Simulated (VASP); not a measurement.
Output of a VASP run:

File OSZICAR:
```
       N       E                     dE             d eps       ncg     rms          rms(c)
DAV:   1     0.709617096342E+03    0.70962E+03   -0.31648E+04  7816   0.161E+03
DAV:   2    -0.923885851279E+01   -0.71886E+03   -0.69724E+03  7568   0.500E+02
DAV:   3    -0.685458287887E+02   -0.59307E+02   -0.57262E+02  9156   0.149E+02
DAV:   4    -0.703070049226E+02   -0.17612E+01   -0.17475E+01  9060   0.254E+01
DAV:   5    -0.703416107483E+02   -0.34606E-01   -0.34551E-01  8900   0.394E+00    0.353E+01
DAV:   6    -0.720963630445E+02   -0.17548E+01   -0.22280E+02  9398   0.993E+01    0.304E+01
DAV:   7    -0.614410364443E+02    0.10655E+02   -0.83713E+01  8486   0.629E+01    0.860E+00
DAV:   8    -0.614768351851E+02   -0.35799E-01   -0.33141E+00  8000   0.875E+00    0.301E+00
DAV:   9    -0.614250608951E+02    0.51774E-01   -0.34098E-01  9164   0.364E+00    0.129E+00
DAV:  10    -0.614232817606E+02    0.17791E-02   -0.20371E-02  9522   0.870E-01    0.595E-01
DAV:  11    -0.614219980314E+02    0.12837E-02   -0.23201E-03  8440   0.238E-01    0.284E-01
DAV:  12    -0.614220131058E+02   -0.15074E-04   -0.16340E-03  9140   0.248E-01    0.192E-01
DAV:  13    -0.614221968601E+02   -0.18375E-03   -0.21831E-04  8526   0.981E-02    0.619E-02
DAV:  14    -0.614222045649E+02   -0.77048E-05   -0.26616E-05  8992   0.255E-02    0.258E-02
DAV:  15    -0.614222051886E+02   -0.62372E-06   -0.37844E-06  9000   0.122E-02    0.674E-03
DAV:  16    -0.614222035837E+02    0.16050E-05   -0.41973E-07  6066   0.443E-03    0.288E-03
DAV:  17    -0.614222031145E+02    0.46920E-06   -0.15440E-07  4422   0.214E-03    0.129E-03
DAV:  18    -0.614222030529E+02    0.61578E-07   -0.43340E-08  4014   0.120E-03
   1 F= -.61422203E+02 E0= -.61422203E+02  d E =0.000000E+00  mag=     4.0000
```

**OUTCAR**
```
------------------------ aborting loop because EDIFF is reached ----------------------------------------
  FORCE on cell =-STRESS in cart. coord.  units (eV):
  Direction    XX          YY          ZZ          XY          YZ          ZX
  --------------------------------------------------------------------------------------
  Total        0.0222645      0.0222645      0.0222645      0.0000000     -0.0000000      0.0000000
  in kB        0.3883253      0.3883253      0.3883253      0.0000000     -0.0000000      0.0000000
  external PRESSURE =       0.3883253 kB  Pullay stress =       0.0000000 kB
  volume of cell :       91.86
      direct lattice vectors                 reciprocal lattice vectors
     4.512072766  0.000000000  0.000000000     0.221627631  0.000000000  0.000000000
     0.000000000  4.512072766  0.000000000     0.000000000  0.221627631  0.000000000
     0.000000000  0.000000000  4.512072766     0.000000000  0.000000000  0.221627631
 POSITION                                       TOTAL-FORCE (eV/Angst)
 -----------------------------------------------------------------------------------
      3.89556      2.87255      1.63952        -0.001406      0.001406     -0.001406
      1.63952      3.89556      2.87255        -0.001406     -0.001406      0.001406
      0.61651      0.61651      0.61651         0.001406      0.001406      0.001406
      2.87255      1.63952      3.89556         0.001406     -0.001406     -0.001406
      0.69847      1.55757      2.95451        -0.001399      0.001399     -0.001399
      2.95451      0.69847      1.55757        -0.001399     -0.001399      0.001399
      3.81360      3.81360      3.81360         0.001399      0.001399      0.001399
      1.55757      2.95451      0.69847         0.001399     -0.001399     -0.001399
 -----------------------------------------------------------------------------------
    total drift:                                0.000001      0.000003      0.000000
  FREE ENERGIE OF THE ION-ELECTRON SYSTEM (eV)
  ---------------------------------------------------
  free  energy   TOTEN  =       -61.4222030529 eV

  energy  without entropy=      -61.4222030529  energy(sigma->0) =      -61.42220305

 total charge

# of ion       s       p       d       tot
------------------------------------------
    1        0.335   6.392   5.292  12.019
    2        0.335   6.392   5.292  12.019
    3        0.335   6.392   5.292  12.019
    4        0.335   6.392   5.292  12.019
    5        0.744   0.908   0.000   1.651
    6        0.744   0.908   0.000   1.651
    7        0.744   0.908   0.000   1.651
    8        0.744   0.908   0.000   1.651
--------------------------------------------------
tot          4.316  29.198  21.168  54.682

 magnetization (x)

# of ion       s       p       d       tot
------------------------------------------
    1        0.001   0.008   1.050   1.058
    2        0.001   0.008   1.050   1.058
    3        0.001   0.008   1.050   1.058
    4        0.001   0.008   1.050   1.058
    5       -0.013  -0.035   0.000  -0.048
    6       -0.013  -0.035   0.000  -0.048
    7       -0.013  -0.035   0.000  -0.048
    8       -0.013  -0.035   0.000  -0.048
--------------------------------------------------
tot         -0.049  -0.111   4.198   4.038
```
(Selected blocks of OUTCAR.)

File POSCAR:
```
MnSi
1
    4.5120727663     0.0000000000     0.0000000000
    0.0000000000     4.5120727663    -0.0000000000
    0.0000000000     0.0000000000     4.5120727663
Mn Si
4 4
Direct
  0.8633640384   0.6366359616   0.3633640384
  0.3633640384   0.8633640384   0.6366359616
  0.1366359616   0.1366359616   0.1366359616
  0.6366359616   0.3633640384   0.8633640384
  0.1548004587   0.3451995413   0.6548004587
  0.6548004587   0.1548004587   0.3451995413
  0.8451995413   0.8451995413   0.8451995413
  0.3451995413   0.6548004587   0.1548004587
```

Reconstruct the remaining input files.

Several could match; the one computed here: the input of the run itself, PBE GGA, plane waves, VASP's PBE PAW potentials (set 64).

INCAR:
```
LORBIT = 11   ! lm-projected
LREAL = F   ! projection in real space or not
ALGO = Normal   ! blocked Davidson
ISIF = 2   ! forces and stress, cell fixed
NEDOS = 601   ! DOS grid
ENCUT = 400
MAGMOM = 1.1 1.1 1.1 1.1 -0.0 -0.0 -0.0 -0.0
PREC = Accurate
LWAVE = F
LEFG = T
LCHARG = T
NELM = 100   ! most electronic steps
GGA = PE   ! PBE
SYSTEM = MnSi
LASPH = T   ! aspherical one-centre terms
LMAXMIX = 4   ! l cut-off of mixed one-centre charges
EDIFF = 1E-7
ISMEAR = -5
ISPIN = 2   ! spin-polarised
```

File KPOINTS:
```
K-points
0
Gamma
  8 8 8
```

POTCAR, in this order: Mn_pv Si (PBE.64 set). Program: vasp_std.

The moments were started parallel, and other spin orders were not tried in this run. For a metal the tetrahedron method with Blöchl corrections gives inexact stress and forces.

The compound is MnSi in the B20 structure. It was relaxed first.
